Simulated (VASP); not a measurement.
Input:

```yaml
crystal:
  lattice:
    - [-1.98807, 1.98807, 4.82369]
    - [1.98807, -1.98807, 4.82369]
    - [1.98807, 1.98807, -4.82369]
  atoms:
    - { symbol: Ca, position: [0.00000, 0.00000, 0.00000] }
    - { symbol: P, position: [0.61562, 0.61562, 0.00000] }
    - { symbol: P, position: [0.38438, 0.38438, 0.00000] }
    - { symbol: Rh, position: [0.75000, 0.25000, 0.50000] }
    - { symbol: Rh, position: [0.25000, 0.75000, 0.50000] }
```

The numbers are results of PBEsol GGA, VASP's PBE PAW potentials (set 64) (plane waves; VASP), not measurements. Numerical set-up: 400 eV cut-off, Gaussian smearing of 0.050 eV, potentials Ca_sv P Rh_pv.

Problem. Give the energies of bands 16 to 29 at the high-symmetry points, in eV from the Fermi level.

Solution. 
| band | Γ | X | P | N | M | S | R |
|---|---|---|---|---|---|---|---|
| 16 | -5.17 | -5.05 | -4.63 | -4.85 | -5.14 | -5.18 | -5.10 |
| 17 | -4.30 | -4.08 | -4.63 | -4.82 | -4.61 | -5.12 | -4.15 |
| 18 | -3.54 | -4.08 | -3.86 | -4.17 | -4.38 | -3.93 | -3.99 |
| 19 | -3.54 | -3.83 | -3.68 | -3.44 | -4.38 | -3.90 | -3.97 |
| 20 | -2.71 | -3.49 | -3.68 | -3.31 | -3.11 | -3.40 | -3.60 |
| 21 | -2.27 | -3.28 | -3.24 | -3.15 | -1.34 | -2.83 | -3.36 |
| 22 | -1.37 | -2.35 | -1.98 | -3.01 | -1.13 | -2.80 | -2.37 |
| 23 | -1.01 | -2.01 | -1.98 | -2.75 | -1.13 | -2.79 | -2.03 |
| 24 | -1.01 | -1.96 | -1.97 | -1.55 | -1.08 | -0.44 | -1.91 |
| 25 | 0.01 | -1.41 | -1.97 | -0.48 | 0.01 | -0.41 | -0.76 |
| 26 | 0.39 | 0.07 | 0.43 | 1.05 | 2.10 | 0.16 | 0.08 |
| 27 | 0.67 | 0.61 | 0.43 | 1.96 | 2.14 | 2.50 | 0.51 |
| 28 | 0.67 | 1.60 | 1.49 | 2.39 | 3.19 | 3.00 | 1.88 |
| 29 | 2.58 | 4.32 | 4.42 | 3.65 | 3.30 | 3.21 | 4.38 |

It has no gap at this level: it comes out as a metal or semimetal.

The structure comes from a computed database's CaRh2P2 entry (I4/mmm); how it stands against other phases isn't given here. It was relaxed first.
